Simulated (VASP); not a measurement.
Data:

```yaml
crystal:
  lattice:
    - [-2.48983, 2.48983, 3.67376]
    - [2.48983, -2.48983, 3.67376]
    - [2.48983, 2.48983, -3.67376]
  atoms:
    - { symbol: Si, position: [0.00000, 0.00000, 0.00000] }
    - { symbol: Si, position: [0.75000, 0.25000, 0.50000] }
    - { symbol: O, position: [0.37500, 0.22245, 0.34745] }
    - { symbol: O, position: [0.77755, 0.12500, 0.15255] }
    - { symbol: O, position: [0.87500, 0.02755, 0.65255] }
    - { symbol: O, position: [0.97245, 0.62500, 0.84745] }
```

All values below come from PBEsol GGA, VASP's PBE PAW potentials (set 64) (plane waves; VASP). Settings: 520 eV cut-off, Gaussian smearing of 0.050 eV, potentials Si O.

### Question
Estimate the band gap (along the path) with the smallest direct gap where there is one.

### Answer

```
Property                                Value
------------------------------------  -------
band gap (along the path)             5.80 eV
smallest direct gap (along the path)  5.80 eV
```

The absolute energy has meaning only against runs of the same code, potentials and settings.

The structure comes from a computed database's SiO2 entry (I-42d); how it stands against other phases isn't given here. It was relaxed first.
